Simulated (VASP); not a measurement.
Method: vdW-DF-cx, VASP's PBE PAW potentials (set 64) (plane waves; VASP).

VASP ran on this input.

File POSCAR:
```
CsPbBr3
1
    5.8473348042     0.0000000000    -0.0000000000
   -0.0000000000     5.8473348042    -0.0000000000
    0.0000000000     0.0000000000     5.8473348042
Cs Pb Br
1 1 3
Direct
  0.0000000000   0.0000000000   0.0000000000
  0.5000000000   0.5000000000   0.5000000000
  0.5000000000   0.0000000000   0.5000000000
  0.0000000000   0.5000000000   0.5000000000
  0.5000000000   0.5000000000   0.0000000000
```

**INCAR**
```
SYSTEM = CsPbBr3
PREC = Accurate; ENCUT = 520; LREAL = .False.
LASPH = .True.
EDIFF = 1E-6; NELM = 100; ALGO = Normal
LMAXMIX = 4
ISMEAR = 0; SIGMA = 0.05
GGA = CX; LUSE_VDW = .True.; AGGAC = 0.0
IBRION = 2; NSW = 60; ISIF = 3
EDIFFG = -0.02
LWAVE = .False.; LCHARG = .False.
```

File KPOINTS:
```
Regular mesh
0
Gamma
4 4 4
```

POTCAR, in this order: Cs_sv Pb_d Br (PBE.64 set). Program: vasp_std.

Output of the run:

**OSZICAR**
```
       N       E                     dE             d eps       ncg     rms          rms(c)
DAV:   1     0.416679798580E+03    0.41668E+03   -0.18733E+04   520   0.151E+03
DAV:   2     0.431050542153E+02   -0.37357E+03   -0.36394E+03   636   0.334E+02
DAV:   3    -0.325173404485E+01   -0.46357E+02   -0.45756E+02   622   0.129E+02
DAV:   4    -0.513975502130E+01   -0.18880E+01   -0.18786E+01   664   0.327E+01
DAV:   5    -0.519393937065E+01   -0.54184E-01   -0.54125E-01   664   0.459E+00    0.420E+00
DAV:   6    -0.472030866980E+01    0.47363E+00   -0.92081E-01   758   0.991E+00    0.245E+00
DAV:   7    -0.469448302428E+01    0.25826E-01   -0.49484E-01   768   0.428E+00    0.932E-01
DAV:   8    -0.470871875154E+01   -0.14236E-01   -0.62818E-02   676   0.221E+00    0.190E-01
DAV:   9    -0.471060275564E+01   -0.18840E-02   -0.10065E-02   726   0.830E-01    0.106E-01
DAV:  10    -0.471124159932E+01   -0.63884E-03   -0.11876E-03   614   0.225E-01    0.447E-02
DAV:  11    -0.471140597403E+01   -0.16437E-03   -0.34672E-04   620   0.154E-01    0.813E-03
DAV:  12    -0.471141617120E+01   -0.10197E-04   -0.42036E-05   792   0.575E-02    0.906E-03
DAV:  13    -0.471141646735E+01   -0.29616E-06   -0.54126E-06   556   0.198E-02
   1 F= -.47114165E+01 E0= -.47114165E+01  d E =-.471142E+01
       N       E                     dE             d eps       ncg     rms          rms(c)
DAV:   1    -0.489323228005E+01   -0.18182E+00   -0.47272E+00   692   0.237E+01    0.210E+00
DAV:   2    -0.474948918688E+01    0.14374E+00   -0.28372E-01   662   0.549E+00    0.787E-01
DAV:   3    -0.472225757151E+01    0.27232E-01   -0.11343E-01   666   0.325E+00    0.258E-01
DAV:   4    -0.472209299792E+01    0.16457E-03   -0.20556E-03   594   0.308E-01    0.175E-01
DAV:   5    -0.472200547339E+01    0.87525E-04   -0.74063E-04   598   0.243E-01    0.341E-02
DAV:   6    -0.472201721516E+01   -0.11742E-04   -0.77621E-05   624   0.934E-02    0.747E-03
DAV:   7    -0.472202019074E+01   -0.29756E-05   -0.92163E-06   576   0.250E-02    0.322E-03
DAV:   8    -0.472202167125E+01   -0.14805E-05   -0.17064E-06   448   0.103E-02    0.967E-04
DAV:   9    -0.472202176150E+01   -0.90246E-07   -0.31306E-07   350   0.685E-03
   2 F= -.47220218E+01 E0= -.47220218E+01  d E =-.106053E-01
       N       E                     dE             d eps       ncg     rms          rms(c)
DAV:   1    -0.473256228923E+01   -0.10541E-01   -0.27697E-01   682   0.559E+00    0.513E-01
DAV:   2    -0.472402892320E+01    0.85334E-02   -0.16891E-02   668   0.135E+00    0.191E-01
DAV:   3    -0.472242966398E+01    0.15993E-02   -0.65649E-03   666   0.782E-01    0.596E-02
DAV:   4    -0.472241634998E+01    0.13314E-04   -0.12623E-04   624   0.765E-02    0.391E-02
DAV:   5    -0.472240944380E+01    0.69062E-05   -0.39816E-05   598   0.567E-02    0.786E-03
DAV:   6    -0.472240998422E+01   -0.54042E-06   -0.40662E-06   510   0.217E-02
   3 F= -.47224100E+01 E0= -.47224100E+01  d E =-.109935E-01
```

File OUTCAR:
```
------------------------ aborting loop because EDIFF is reached ----------------------------------------
  FORCE on cell =-STRESS in cart. coord.  units (eV):
  Direction    XX          YY          ZZ          XY          YZ          ZX
  --------------------------------------------------------------------------------------
  Total        0.0026480      0.0026480      0.0026480      0.0000000     -0.0000000     -0.0000000
  in kB        0.0206286      0.0206286      0.0206286      0.0000000     -0.0000000     -0.0000000
  external PRESSURE =       0.0206286 kB  Pullay stress =       0.0000000 kB
  volume of cell :      205.67
      direct lattice vectors                 reciprocal lattice vectors
     5.902764693 -0.000000000  0.000000000     0.169412140 -0.000000000  0.000000000
     0.000000000  5.902764693 -0.000000000     0.000000000  0.169412140  0.000000000
    -0.000000000  0.000000000  5.902764693    -0.000000000  0.000000000  0.169412140
 POSITION                                       TOTAL-FORCE (eV/Angst)
 -----------------------------------------------------------------------------------
      0.00000      0.00000      0.00000         0.000000      0.000000      0.000000
      2.95138      2.95138      2.95138        -0.000000      0.000000      0.000000
      2.95138     -0.00000      2.95138         0.000000      0.000000      0.000000
     -0.00000      2.95138      2.95138         0.000000      0.000000      0.000000
      2.95138      2.95138     -0.00000         0.000000      0.000000      0.000000
 -----------------------------------------------------------------------------------
    total drift:                                0.000000     -0.000000     -0.000000
  FREE ENERGIE OF THE ION-ELECTRON SYSTEM (eV)
  ---------------------------------------------------
  free  energy   TOTEN  =        -4.7224099842 eV

  energy  without entropy=       -4.7224099842  energy(sigma->0) =       -4.72240998

 reached required accuracy - stopping structural energy minimisation
```
(Selected blocks of OUTCAR.)

File CONTCAR:
```
CsPbBr3
   1.00000000000000
     5.9027646927469126   -0.0000000000000000    0.0000000000000000
     0.0000000000000000    5.9027646927469126   -0.0000000000000000
    -0.0000000000000000    0.0000000000000000    5.9027646927469126
  Cs              Pb              Br
     1     1     3
Direct
     0.0000000000000000    0.0000000000000000    0.0000000000000000
     0.5000000000000000    0.5000000000000000    0.5000000000000000
     0.5000000000000000    0.0000000000000000    0.5000000000000000
     0.0000000000000000    0.5000000000000000    0.5000000000000000
     0.5000000000000000    0.5000000000000000    0.0000000000000000
```

Energy and stress use the plane-wave basis of the starting cell.

The compound is CsPbBr3 in the cubic perovskite structure, the ideal cubic form; the compound distorts at low or room temperature. This run relaxes it. Symmetry was kept, so distortions that lower it aren't found. The start is the result of an earlier pass.
